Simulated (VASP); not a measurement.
# Re: a series in a change of volume

Wanted: the elastic response of Re to a change of volume, with a fit that predicts a row left out.

Calculated with VASP 6.6.1; PBEsol; plane waves and PAW (Re), in the first sound run; inputs show where later runs differ.

## Step 1: The starting structure

Symmetry: P6_3/mmc, No. 194, hexagonal system. Conventional cell: a = 2.760 Å, b = 2.760 Å, c = 4.457 Å, α = 90.00°, β = 90.00°, γ = 120.00°. Nearest to Re lie 12 Re at 2.74 to 2.76 Å.

As a file:

```cif
data_structure
_symmetry_space_group_name_H-M 'P6_3/mmc'
_symmetry_Int_Tables_number 194
_cell_length_a 2.7600
_cell_length_b 2.7600
_cell_length_c 4.4574
_cell_angle_alpha 90.000
_cell_angle_beta 90.000
_cell_angle_gamma 120.000
_cell_volume 29.41
loop_
_atom_site_label
_atom_site_type_symbol
_atom_site_symmetry_multiplicity
_atom_site_Wyckoff_symbol
_atom_site_fract_x
_atom_site_fract_y
_atom_site_fract_z
_atom_site_occupancy
Re1 Re 2 d 0.33333 0.66667 0.75000 1
```

## Step 2: Relax the crystal, PBEsol

The series starts from the cell that this level prefers, so that zero strain is near zero stress.

This step took 2 runs in a row; the last is shown.

Level: PBEsol; plane waves and PAW (Re).

INCAR

```
SYSTEM = Re
PREC = Accurate
ENCUT = 450
EDIFF = 1E-07
NELM = 120
ISMEAR = 1
SIGMA = 0.15
LREAL = .FALSE.
ALGO = Normal
GGA = PS
NBANDS = 13
LASPH = .TRUE.
LORBIT = 11
LWAVE = .FALSE.
LCHARG = .FALSE.
KPAR = 8
IBRION = 2
NSW = 40
ISIF = 3
EDIFFG = -0.005
POTIM = 0.4
```

POSCAR

```
Re
1.0
    2.7507479555      0.0000000000      0.0000000000
   -1.3753739777      2.3822176088      0.0000000000
    0.0000000000      0.0000000000      4.4425567143
Re
2
Direct
    0.0000000000      0.0000000000      0.0000000000
    0.3333333333      0.6666666667      0.5000000000
```

KPOINTS

```
Automatic mesh
0
Gamma
24 24 13
0 0 0
```

The projector-augmented-wave data sets are Re (PBE family, release 64).

Command:

```
$ mpirun -np 8 vasp_std
```

The log of the run:

```text
[banner, memory and clock lines left out]
running    8 mpi-ranks, on    1 nodes
[...]
|                                                                             |
|           W    W    AA    RRRRR   N    N  II  N    N   GGGG   !!!           |
|           W    W   A  A   R    R  NN   N  II  NN   N  G    G  !!!           |
|           W    W  A    A  R    R  N N  N  II  N N  N  G       !!!           |
|           W WW W  AAAAAA  RRRRR   N  N N  II  N  N N  G  GGG   !            |
|           WW  WW  A    A  R   R   N   NN  II  N   NN  G    G                |
|           W    W  A    A  R    R  N    N  II  N    N   GGGG   !!!           |
|                                                                             |
|     For optimal performance we recommend to set                             |
|       NCORE = 2 up to number-of-cores-per-socket                            |
|     NCORE specifies how many cores store one orbital (NPAR=cpu/NCORE).      |
|     This setting can greatly improve the performance of VASP for DFT.       |
[...]
N       E                     dE             d eps       ncg     rms          rms(c)
DAV:   1    -0.267360271544E+02   -0.18887E-05   -0.52135E-04 15064   0.114E+00    0.683E-02
DAV:   2    -0.267360235658E+02    0.35886E-05   -0.49971E-06 18723   0.713E-02    0.244E-02
DAV:   3    -0.267360222577E+02    0.13081E-05   -0.17718E-06 18164   0.416E-02    0.276E-03
DAV:   4    -0.267360222105E+02    0.47123E-07   -0.66384E-09  8211   0.293E-03
   2 F= -.26736022E+02 E0= -.26736259E+02  d E =0.304598E-05
 trial-energy change:    0.000003  1 .order    0.000002   -0.000003    0.000008
 step:   0.2118(harm=  0.2817)  dis= 0.00000  next Energy=   -26.736026 (dE=-0.308E-06)
[...]
N       E                     dE             d eps       ncg     rms          rms(c)
DAV:   1    -0.267360274065E+02   -0.51489E-05   -0.32385E-04 14643   0.897E-01    0.524E-02
DAV:   2    -0.267360256826E+02    0.17240E-05   -0.30759E-06 18654   0.554E-02    0.185E-02
DAV:   3    -0.267360254275E+02    0.25512E-06   -0.10810E-06 15265   0.323E-02    0.227E-03
DAV:   4    -0.267360254719E+02   -0.44498E-07   -0.49903E-09 10151   0.240E-03
   3 F= -.26736025E+02 E0= -.26736262E+02  d E =-.215421E-06
[...]
reached required accuracy - stopping structural energy minimisation
```

Wall time 37 s (8 MPI ranks of Intel Xeon Platinum 8259CL at 2.50GHz (Skylake/Cascade Lake), shared host); peak memory 1.9 GiB; 3.9 min of CPU time.

Lines that name or quote the potential files are left out of all logs, and their timing lines are given in words.

From OUTCAR (step 2):

```text
  Total       -0.0005689     -0.0005689      0.0037181     -0.0000000      0.0000000      0.0000000
  in kB       -0.0313084     -0.0313084      0.2046111     -0.0000000      0.0000000      0.0000000
  external PRESSURE =       0.0473315 kB  Pullay stress =       0.0000000 kB

 POSITION                                       TOTAL-FORCE (eV/Angst)
 -----------------------------------------------------------------------------------
      0.00000      0.00000      0.00000        -0.000000      0.000000      0.000000
     -0.00000      1.58817      2.22138         0.000000     -0.000000     -0.000000
 -----------------------------------------------------------------------------------
    total drift:                                0.000000     -0.000000     -0.000000

  FREE ENERGIE OF THE ION-ELECTRON SYSTEM (eV)
  ---------------------------------------------------
  free  energy   TOTEN  =       -26.7360254719 eV

  energy  without entropy=      -26.7367355164  energy(sigma->0) =      -26.73626215

 reached required accuracy - stopping structural energy minimisation

[... 3 further parts left out ...]
[key lines of the parts left out:]
E-fermi :   7.8411
```

Numbers from this step:

```
energy(sigma→0) of the program : -26.7363 eV
stress, compression positive   : xx, yy, zz 0.00, 0.00, 0.02 GPa
volume                         : 29.114 Å³
ionic steps                    : 3
```

## Step 3: Relax at fixed volume, PBEsol

One member in full: the volume is scaled by 0.98, and shape and atoms relax at that volume.

Level: PBEsol; plane waves and PAW (Re).

INCAR: that of step 2 with these lines changed.

```diff
@@ -15,7 +15,7 @@
 LCHARG = .FALSE.
-KPAR = 8
+KPAR = 2
 IBRION = 2
 NSW = 40
-ISIF = 3
-EDIFFG = -0.005
+ISIF = 4
+EDIFFG = -0.004
 POTIM = 0.4
```

POSCAR

```
Re
1.0
    2.7323315490      0.0000000000      0.0000000000
   -1.3661657745      2.3662685329      0.0000000000
    0.0000000000      0.0000000000      4.4129384319
Re
2
Direct
    0.0000000000      0.0000000000      0.0000000000
    0.3333333333      0.6666666667      0.5000000000
```

KPOINTS is that of step 2.

Command:

```
$ mpirun -np 2 vasp_std
```

The log of the run:

```text
[banner, memory and clock lines left out]
running    2 mpi-ranks, on    1 nodes
[...]
[... a notice as in an earlier step ...]

 LDA part: xc-table for (Slater+PW92), standard interpolation
 POSCAR, INCAR and KPOINTS ok, starting setup
[...]
entering main loop
       N       E                     dE             d eps       ncg     rms          rms(c)
DAV:   1     0.184908904701E+02    0.18491E+02   -0.64929E+03 22094   0.124E+03
DAV:   2    -0.267759990294E+02   -0.45267E+02   -0.40089E+02 18372   0.281E+02
DAV:   3    -0.281737148786E+02   -0.13977E+01   -0.13092E+01 19218   0.576E+01
DAV:   4    -0.281910421444E+02   -0.17327E-01   -0.17081E-01 17756   0.407E+00
[...]
DAV:  11    -0.267208448158E+02   -0.74408E-06   -0.62752E-07 16120   0.166E-02    0.237E-03
DAV:  12    -0.267208445653E+02    0.25050E-06   -0.94758E-08 11194   0.642E-03    0.107E-03
DAV:  13    -0.267208445625E+02    0.28044E-08   -0.31936E-08  9836   0.611E-03
   1 F= -.26720845E+02 E0= -.26721027E+02  d E =-.267208E+02
[...]
reached required accuracy - stopping structural energy minimisation
```

Wall time 66 s (2 MPI ranks); peak memory 0.44 GiB.

Parts of OUTCAR (step 3):

```text
  Total        1.5056588      1.5056588      1.5166388      0.0000000      0.0000000      0.0000000
  in kB       84.5496553     84.5496553     85.1662353      0.0000000      0.0000000      0.0000000
  external PRESSURE =      84.7551820 kB  Pullay stress =       0.0000000 kB

 POSITION                                       TOTAL-FORCE (eV/Angst)
 -----------------------------------------------------------------------------------
      0.00000      0.00000      0.00000        -0.000000     -0.000000      0.000000
     -0.00000      1.57751      2.20647         0.000000      0.000000      0.000000
 -----------------------------------------------------------------------------------
    total drift:                                0.000000     -0.000000     -0.000000

  FREE ENERGIE OF THE ION-ELECTRON SYSTEM (eV)
  ---------------------------------------------------
  free  energy   TOTEN  =       -26.7208445625 eV

  energy  without entropy=      -26.7213920527  energy(sigma->0) =      -26.72102706

[... 2 parts as in an earlier step ...]

[... 2 further parts left out ...]
[key lines of the parts left out:]
E-fermi :   8.0963
```

This run gave:

```
energy(sigma→0) of the program : -26.7210 eV
stress, compression positive   : xx, yy, zz 8.45, 8.45, 8.52 GPa
ionic steps                    : 1
```

## Step 4: The table

The other members went through these steps as far as the tables show, with the same cutoff and, step by step, the same mesh; 9 runs are not shown. The session took 0.57 core hours (wall time by ranks) on a shared machine.

```tsv
volume over the relaxed volume	volume (Å³/atom)	pressure (GPa)	energy above the unstrained row, extrapolated to no smearing (meV/atom)
0.940	13.684	28.471	73.543
0.960	13.975	17.931	31.508
0.980	14.266	8.476	7.618
0.990	14.411	4.124	1.885
1	14.557	0.004	0.000
1.010	14.703	-3.897	1.759
1.020	14.848	-7.588	6.965
1.040	15.139	?	?
1.060	15.430	-20.461	58.711
```

## Step 5: Stress from the known rows

Fitting a cubic to the 8 known rows (u: logarithm of the volume ratio) gives pressure = − 882.0 u³ + 903.1 u² − 400.8 u + 0.003014 in GPa; the residuals are 5.9e-4 GPa r.m.s.

At u = 0.03922 this predicts -14.382 GPa.

## Step 6: The withheld row

The calculation gives -14.382 GPa, so the prediction is right to the last digit shown.

A cubic of the pressure in ln(V/V₀) through all rows has the slope −B at V₀: B = 401 GPa, and its curvature gives B′ = 4.5.

## Step 7: Results

| Property | Result |
| --- | --- |
| error of the predicted pressure | 0.000 GPa |
| bulk modulus | 401 GPa |

What this shows: These are static values: temperature and zero-point motion are left out. In a metal the slopes also depend on mesh and smearing, which were held through the series.

[Lines on the potential files, build, host, timing and source positions are cut from VASP's logs without a mark.]

[Logs are printed without paths, hosts, clocks, repeated set-up lines and the standing remarks that a program may print on its own settings, such as how far it seeks lower states.]

[Hosts, paths, dates, database ids (printed as entryN), source tags and the programs' standing remarks are cut or masked in the printed files.]

[In band tables of VASP the shares of atoms and orbitals are scaled to a sum of 1 inside the atoms' spheres.]
